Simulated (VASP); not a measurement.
Consider the following.

```
CELL_PARAMETERS angstrom
      0.00000     3.09762     3.09762
      3.09762     0.00000     3.09762
      3.09762     3.09762     0.00000
ATOMIC_POSITIONS crystal
  Cu 0.00000 0.00000 0.00000
  I  0.25000 0.25000 0.25000
```

These are RPBE GGA, VASP's PBE PAW potentials (set 64) (plane waves; VASP) values and carry that method's errors. Run with 520 eV cut-off, Gaussian smearing of 0.050 eV, potentials Cu I.

Unless said otherwise, spin-orbit coupling is left out, though it shifts the bands of the heavy elements here.

Task: Estimate the band gap (along the path) with the smallest direct gap where there is one.

Result: 
The band gap (along the path) is 1.12 eV. The smallest direct gap (along the path) is 1.12 eV.

Total energies compare only between runs with the same potentials, cut-off and functional.

The compound is CuI in the zinc blende structure. It was relaxed first, which changed the volume by +7 %.
